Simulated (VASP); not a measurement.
Data:

```
CELL_PARAMETERS angstrom
      0.00000     2.30294     2.30294
      2.30294     0.00000     2.30294
      2.30294     2.30294     0.00000
ATOMIC_POSITIONS crystal
  Hf 0.00000 0.00000 0.00000
  C  0.45658 0.54342 0.45658
```

Method: PBEsol GGA, VASP's PBE PAW potentials (set 64) (plane waves; VASP). Run with 600 eV cut-off, 12×12×12 Γ-centred mesh, first-order Methfessel-Paxton smearing of 0.10 eV, potentials Hf_pv C.

**Question.** Which forces act on the atoms, in eV/Å?

**Answer.** 
| atom | Fx | Fy | Fz |
|---|---|---|---|
| Hf1 | 0.000 | -1.928 | 0.000 |
| C2 | 0.000 | 1.928 | 0.000 |

**Question.** Give the stress tensor in GPa (positive for a compressed cell).

**Answer.** 
```
-0.90   0.00   0.00
 0.00  13.38   0.00
 0.00   0.00  -0.90
```
The pressure is its mean diagonal, 3.86 GPa.

The compound is HfC in the rock salt structure. This cell was strained or had an atom moved on purpose.
